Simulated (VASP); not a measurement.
Calculation: revPBE GGA, VASP's PBE PAW potentials (set 64) (plane waves; VASP).

The input files of a VASP run:

**INCAR**
```
SYSTEM = WS2
PREC = Accurate; ENCUT = 520; LREAL = .FALSE.
LASPH = .TRUE.
EDIFF = 1E-6; NELM = 100; ALGO = Normal
LMAXMIX = 6
ISMEAR = 0; SIGMA = 0.05
GGA = RE
IBRION = 2; NSW = 60; ISIF = 3
EDIFFG = -0.02
LWAVE = .FALSE.; LCHARG = .FALSE.
```

### POSCAR
```
WS2
1
    1.6035329086    -2.7774004463    -0.0000000000
    1.6035329086     2.7774004463    -0.0000000000
   -0.0000000000    -0.0000000000    16.0469306465
W S
2 4
Direct
  0.3333330000   0.6666670000   0.2500000000
  0.6666670000   0.3333330000   0.7500000000
  0.3333330000   0.6666670000   0.8478902772
  0.6666670000   0.3333330000   0.3478902772
  0.6666670000   0.3333330000   0.1521097228
  0.3333330000   0.6666670000   0.6521097228
```

KPOINTS:
```
Automatic mesh
0
Gamma
7 7 2
0 0 0
```

POTCAR, in this order: W_sv S (PBE.64 set). Program: vasp_std.

Without a dispersion term in the relaxation, distances and binding between the weakly bound layers, chains or molecules are unreliable, and so is what depends on them.

Q: What does the run give for the energy per atom (σ→0), volume per atom?

A: 
```yaml
energy per atom (σ→0): -7.558 eV/atom
volume_per_atom: 23.79 Å³/atom
```

File OSZICAR:
```
...
DAV:   2    -0.453486121573E+02    0.48661E-03   -0.24316E-03  1342   0.288E-01    0.981E-02
DAV:   3    -0.453485266106E+02    0.85547E-04   -0.19895E-04  1269   0.798E-02    0.386E-02
DAV:   4    -0.453484727515E+02    0.53859E-04   -0.15088E-04  1225   0.564E-02    0.223E-02
DAV:   5    -0.453484665093E+02    0.62422E-05   -0.11114E-05  1299   0.191E-02    0.128E-02
DAV:   6    -0.453484619781E+02    0.45312E-05   -0.61393E-06  1125   0.126E-02    0.278E-03
DAV:   7    -0.453484608755E+02    0.11026E-05   -0.11161E-06   824   0.567E-03    0.166E-03
DAV:   8    -0.453484605198E+02    0.35577E-06   -0.64576E-07   771   0.384E-03
   4 F= -.45348461E+02 E0= -.45348461E+02  d E =-.219064E-04
```

The compound is WS2 in the 2H layered structure. This run relaxes it. Symmetry was kept, so distortions that lower it aren't found. The start is the result of an earlier pass.
